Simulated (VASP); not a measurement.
An input for Quantum ESPRESSO's pw.x (written as the equivalent of a VASP run, and not itself run):

```
&CONTROL
  calculation = 'scf'
  pseudo_dir = './pseudo'
  outdir = './out'
  tprnfor = .true.
  tstress = .true.
/
&SYSTEM
  ibrav = 0
  nat = 6
  ntyp = 2
  ecutwfc = 84
  occupations = 'smearing'
  smearing = 'methfessel-paxton'
  degauss = 0.00735
  input_dft = 'pbe'
  vdw_corr = 'grimme-d3'
  dftd3_version = 3
  dftd3_threebody = .false.
/
&ELECTRONS
  conv_thr = 7.3e-09
  electron_maxstep = 100
/
ATOMIC_SPECIES
  Ag 107.868 Ag.upf
  O 15.999 O.upf
CELL_PARAMETERS angstrom
     4.7441237    0.0000000    0.0000000
     0.0000000    4.7441237    0.0000000
     0.0000000    0.0000000    4.7441237
ATOMIC_POSITIONS crystal
  Ag   0.7500000  0.2500000  0.7500000
  Ag   0.2500000  0.7500000  0.7500000
  Ag   0.7500000  0.7500000  0.2500000
  Ag   0.2500000  0.2500000  0.2500000
  O    0.0000000  0.0000000  0.0000000
  O    0.5000000  0.5000000  0.5000000
K_POINTS automatic
  7 7 7 0 0 0
```

Q: Translate this input to VASP (INCAR, KPOINTS, POSCAR, choice of POTCAR).

A: Several could match; the one computed here: 
**INCAR**
```
! general
SYSTEM =Ag2O
PREC   =Accurate
ENCUT  =520
LREAL  =.FALSE.
LASPH  =.TRUE.

! electronic loop
EDIFF  =1E-7
NELM   =100
ALGO   =Normal
LMAXMIX=4

! smearing
ISMEAR =1
SIGMA  =0.1

! functional
GGA    =PE
IVDW   =11

! ions
ISIF   =2

! output
LWAVE  =.FALSE.
LCHARG =.FALSE.
```

File KPOINTS:
```
Automatic mesh
0
Gamma
7 7 7
0 0 0
```

**POSCAR**
```
Ag2O
4.7441240
  0.9999999270   0.0000000000   0.0000000000
  0.0000000000   0.9999999270   0.0000000000
  0.0000000000   0.0000000000   0.9999999270
Ag O
4 2
direct
  0.7500000000   0.2500000000   0.7500000000
  0.2500000000   0.7500000000   0.7500000000
  0.7500000000   0.7500000000   0.2500000000
  0.2500000000   0.2500000000   0.2500000000
  0.0000000000   0.0000000000   0.0000000000
  0.5000000000   0.5000000000   0.5000000000
```

POTCAR, in this order: Ag O (PBE.64 set). Program: vasp_std.

What does not carry over: the potentials are each code's own (VASP's PAW set, PseudoDojo norm-conserving files in pw.x), so ENCUT and ecutwfc are chosen apart and not converted; conv_thr bounds pw.x's estimated SCF error, while EDIFF bounds the energy change between steps.

The compound is Ag2O in the cuprite structure. This cell is one point of a volume scan, at 0.97 of the reference volume.
